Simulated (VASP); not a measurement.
Given:

```xyz
6
Lattice="5.4936 0.0000 0.0000 -2.7468 4.7576 0.0000 0.0000 0.0000 4.4328" Properties=species:S:1:pos:R:3 pbc="T T T"
W      2.7468     0.0000     0.0000
W      1.3734     2.3788     0.0000
W     -1.3734     2.3788     0.0000
Si     0.0000     0.0000     0.0000
Si     0.0000     3.1717     2.2164
Si     2.7468     1.5859     2.2164
```

The numbers are results of PBE GGA, VASP's PBE PAW potentials (set 64) (plane waves; VASP 6.6.1), not measurements. Numerical set-up: 300 eV cut-off, 5×5×5 Γ-centred mesh, Gaussian smearing of 0.10 eV, potentials W_sv Si.

At this cut-off the stress carries a Pulay error, which pulls relaxed volumes low. Unless said otherwise, spin-orbit coupling is left out, though it shifts the bands of the heavy elements here.

Q: Predict the energy per atom (σ→0), pressure, band gap (on the k-mesh) with the smallest direct gap where there is one.

A: 
```
Quantity                                                    Result
------------------------  ----------------------------------------
band gap (on the k-mesh)  none (metal, semimetal or under 0.01 eV)
energy per atom (σ→0)                               -8.935 eV/atom
pressure                                                -14.85 GPa
```

The structure was generated: SiW was put into an ordered model structure, which need not be its known phase. The cell was not relaxed at this level.
